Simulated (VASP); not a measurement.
An input for Ansatz (written as the equivalent of a VASP run, and not itself run):

Ansatz 0.2 input:
```yaml
crystal:
  lattice:
    - [6.0183570, 0.0000000, 0.0000000]
    - [0.0000000, 6.0183570, 0.0000000]
    - [0.0000000, 0.0000000, 6.0183570]
  atoms:
    - { symbol: As, position: [0.6170000, 0.8830000, 0.1170000] }
    - { symbol: As, position: [0.1170000, 0.6170000, 0.8830000] }
    - { symbol: As, position: [0.6170000, 0.6170000, 0.6170000] }
    - { symbol: As, position: [0.3830000, 0.3830000, 0.3830000] }
    - { symbol: As, position: [0.8830000, 0.1170000, 0.6170000] }
    - { symbol: As, position: [0.8830000, 0.3830000, 0.1170000] }
    - { symbol: As, position: [0.1170000, 0.8830000, 0.3830000] }
    - { symbol: As, position: [0.3830000, 0.1170000, 0.8830000] }
    - { symbol: Pt, position: [0.0000000, 0.5000000, 0.5000000] }
    - { symbol: Pt, position: [0.5000000, 0.0000000, 0.5000000] }
    - { symbol: Pt, position: [0.0000000, 0.0000000, 0.0000000] }
    - { symbol: Pt, position: [0.5000000, 0.5000000, 0.0000000] }
kpoints:
  mp_grid: { grid: [4, 4, 4], shift: [0.5, 0.5, 0.5] }
hamiltonian:
  xc: pbe
  pseudopotentials: { kind: paw }
scf:
  occupations: { method: gaussian, width: 0.01 }
  max_iter: 100
output: { forces: true, stress: true, eigenvalues: true }
```

**Question.** Write the VASP files for the same calculation (PBE).

**Answer.** This is not unique; one that fits is 
File KPOINTS:
```
Automatic mesh
0
G
4 4 4
0.5 0.5 0.5
```

### POSCAR
```
PtAs2
1
    6.0183570000     0.0000000000     0.0000000000
    0.0000000000     6.0183570000     0.0000000000
    0.0000000000     0.0000000000     6.0183570000
As Pt
8 4
Direct
  0.6170000000   0.8830000000   0.1170000000
  0.1170000000   0.6170000000   0.8830000000
  0.6170000000   0.6170000000   0.6170000000
  0.3830000000   0.3830000000   0.3830000000
  0.8830000000   0.1170000000   0.6170000000
  0.8830000000   0.3830000000   0.1170000000
  0.1170000000   0.8830000000   0.3830000000
  0.3830000000   0.1170000000   0.8830000000
  0.0000000000   0.5000000000   0.5000000000
  0.5000000000   0.0000000000   0.5000000000
  0.0000000000   0.0000000000   0.0000000000
  0.5000000000   0.5000000000   0.0000000000
```

INCAR:
```
ALGO = Normal
EDIFF = 1E-6
ENCUT = 150
GGA = PE
ISIF = 2
ISMEAR = 0
LASPH = T
LCHARG = F
LMAXMIX = 6
LREAL = F
LWAVE = F
NELM = 100
PREC = Accurate
SIGMA = 0.01
SYSTEM = PtAs2
```

POTCAR, in this order: As Pt (PBE.64 set). Program: vasp_std.

The two are equivalent in intent, not identical: each code has its own PAW files, so the cut-off isn't converted (ENCUT is set for VASP's; basis.ecutwfc is left out, and Ansatz then takes the one that its files recommend); Ansatz stops its SCF on the density residual and VASP on the energy change (EDIFF).

The structure is a typed PtAs2 crystal. The cell was not relaxed at this level. The run is one of a series of settings (ENCUT = 150, KPOINTS 4×4×4 Γ-centred mesh shifted by (0.5, 0.5, 0.5) against the base run), some of them coarse on purpose.
